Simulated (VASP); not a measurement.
Level of theory: PBE GGA, VASP's PBE PAW potentials (set 64) (plane waves; VASP 6.6.1).

Input for VASP

File KPOINTS:
```
k-points along high-symmetry lines
15
Line-mode
Reciprocal
  0.000000   0.000000   0.000000 ! GAMMA
  0.000000   0.500000   0.000000 ! X

  0.000000   0.500000   0.000000 ! X
  0.500000   0.500000   0.000000 ! M

  0.500000   0.500000   0.000000 ! M
  0.000000   0.000000   0.000000 ! GAMMA

  0.000000   0.000000   0.000000 ! GAMMA
  0.500000   0.500000   0.500000 ! R

  0.500000   0.500000   0.500000 ! R
  0.000000   0.500000   0.000000 ! X

  0.500000   0.500000   0.500000 ! R
  0.500000   0.500000   0.000000 ! M
```

**POSCAR**
```
WB
1
    2.7988632613     0.0000000000     0.0000000000
    0.0000000000     2.7988632613    -0.0000000000
    0.0000000000     0.0000000000     2.7988632613
W B
1 1
Direct
  0.0000000000   0.0000000000   0.0000000000
  0.5000000000   0.5000000000   0.5000000000
```

**INCAR**
```
SYSTEM = WB
PREC = Accurate; ENCUT = 520; LREAL = .False.
LASPH = .True.; ICHARG = 11
EDIFF = 1E-7; NELM = 100; ALGO = Normal
LMAXMIX = 6
ISMEAR = 0; SIGMA = 0.05
GGA = PE
LWAVE = .False.; LCHARG = .False.; LORBIT = 11
```

POTCAR, in this order: W_sv B (PBE.64 set). Program: vasp_std. Read from the step before: CHGCAR.

What VASP printed:

**OSZICAR**
```
       N       E                     dE             d eps       ncg     rms          rms(c)
DAV:   1     0.101460538819E+03    0.10146E+03   -0.90643E+03  2168   0.152E+03
DAV:   2    -0.164203756640E+02   -0.11788E+03   -0.11292E+03  2356   0.373E+02
DAV:   3    -0.196607939917E+02   -0.32404E+01   -0.30652E+01  2664   0.538E+01
DAV:   4    -0.196951414682E+02   -0.34347E-01   -0.34148E-01  2428   0.550E+00
DAV:   5    -0.196954734750E+02   -0.33201E-03   -0.33189E-03  2620   0.534E-01
DAV:   6    -0.196954797970E+02   -0.63220E-05   -0.63218E-05  2496   0.698E-02
DAV:   7    -0.196954799296E+02   -0.13255E-06   -0.13302E-06  2616   0.103E-02
DAV:   8    -0.196954799331E+02   -0.35566E-08   -0.35783E-08  1740   0.164E-03
   1 F= -.19695480E+02 E0= -.19693967E+02  d E =-.302501E-02
```

File OUTCAR:
```
 val. band max:       11.0988182057   @ k =   0.2857   0.5000   0.2857

 cond. band min:      11.1262704269   @ k =   0.5000   0.5000   0.0000



 k-point     1 :       0.0000    0.0000    0.0000
  band No.  band energies     occupation
      1     -63.3561      2.00000
      2     -27.2659      2.00000
      3     -27.2659      2.00000
      4     -27.2659      2.00000
      5      -1.8330      2.00000
      6       6.4607      2.00000
      7       6.4607      2.00000
      8      13.2355      0.00000
      9      13.2355      0.00000
     10      13.2355      0.00000
     11      13.7881      0.00000
     12      13.7881      0.00000

 k-point     2 :       0.0000    0.0357    0.0000
  band No.  band energies     occupation
      1     -63.3555      2.00000
      2     -27.2762      2.00000
      3     -27.2649      2.00000
      4     -27.2649      2.00000
      5      -1.8018      2.00000
      6       6.4722      2.00000
      7       6.4733      2.00000
      8      12.8988      0.00000
      9      12.8988      0.00000
     10      13.1893      0.00000
     11      13.7937      0.00000
     12      14.1326      0.00000

 k-point     3 :       0.0000    0.0714    0.0000
  band No.  band energies     occupation
      1     -63.3538      2.00000
      2     -27.3068      2.00000
      3     -27.2622      2.00000
      4     -27.2622      2.00000
      5      -1.7088      2.00000
      6       6.5058      2.00000
      7       6.5065      2.00000
      8      12.3948      0.00000
      9      12.3948      0.00000
     10      13.0647      0.00000
     11      13.8100      0.00000
     12      14.6602      0.00000

 k-point     4 :       0.0000    0.1071    0.0000
  band No.  band energies     occupation
      1     -63.3510      2.00000
      2     -27.3558      2.00000
      3     -27.2578      2.00000
      4     -27.2578      2.00000
      5      -1.5562      2.00000
      6       6.5432      2.00000
      7       6.5624      2.00000
...
```

The density is held fixed in this step, so its total energy and stress have no physical meaning. Unless said otherwise, spin-orbit coupling is left out, though it shifts the bands of the heavy elements here.

The structure was generated: WB was put into the CsCl type type (Pm-3m), which need not be its known phase. It was relaxed first, which changed the volume by -33 %. The electron count is odd and the run is not spin-polarised, which forces a metal.
